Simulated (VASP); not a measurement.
Input for VASP

File KPOINTS:
```
Automatic mesh
0
Gamma
12 12 7
0 0 0
```

INCAR:
```
LREAL  =  F   # projection in real space or not
LASPH  =  T
ALGO  =  Normal   # blocked Davidson
LWAVE  =  F
LCHARG  =  F
LMAXMIX  =  6
EDIFFG  =  -0.01
IBRION  =  2   # conjugate gradients
ISIF  =  3   # ions, shape and volume
EDIFF  =  1E-6   # SCF stop (eV)
PREC  =  Accurate
NELM  =  100
NSW  =  60   # most ionic steps
ENCUT  =  480   # plane-wave cut-off (eV)
ISMEAR  =  1
GGA  =  PE
SIGMA  =  0.1
SYSTEM  =  Hf
```

**POSCAR**
```
Hf
1
    3.1900000000     0.0000000000     0.0000000000
   -1.5950000000     2.7626210000     0.0000000000
    0.0000000000     0.0000000000     5.0500000000
Hf
2
Direct
  0.6666670000   0.3333330000   0.7500000000
  0.3333330000   0.6666670000   0.2500000000
```

POTCAR, in this order: Hf_pv (PBE.64 set). Program: vasp_std.

Task: Write an equivalent input for Quantum ESPRESSO's pw.x.

Result: One equivalent input (not run):
```
&CONTROL
  calculation = 'vc-relax'
  pseudo_dir = './pseudo'
  outdir = './out'
  tprnfor = .true.
  tstress = .true.
  nstep = 60
  forc_conv_thr = 0.00039
/
&SYSTEM
  ibrav = 0
  nat = 2
  ntyp = 1
  ecutwfc = 58
  occupations = 'smearing'
  smearing = 'methfessel-paxton'
  degauss = 0.00735
  input_dft = 'pbe'
/
&ELECTRONS
  conv_thr = 7.3e-08
  electron_maxstep = 100
/
&IONS
/
&CELL
/
ATOMIC_SPECIES
  Hf 178.490 Hf.upf
CELL_PARAMETERS angstrom
     3.1900000    0.0000000    0.0000000
    -1.5950000    2.7626210    0.0000000
     0.0000000    0.0000000    5.0500000
ATOMIC_POSITIONS crystal
  Hf   0.6666670  0.3333330  0.7500000
  Hf   0.3333330  0.6666670  0.2500000
K_POINTS automatic
  12 12 7 0 0 0
```
Limits of the translation: the potentials are each code's own (VASP's PAW set, PseudoDojo norm-conserving files in pw.x), so ENCUT and ecutwfc are chosen apart and not converted; conv_thr bounds pw.x's estimated SCF error, while EDIFF bounds the energy change between steps; forc_conv_thr acts on force components and is met together with etot_conv_thr.

The compound is Hf in the hcp structure. This run relaxes it. Symmetry was kept, so distortions that lower it aren't found.
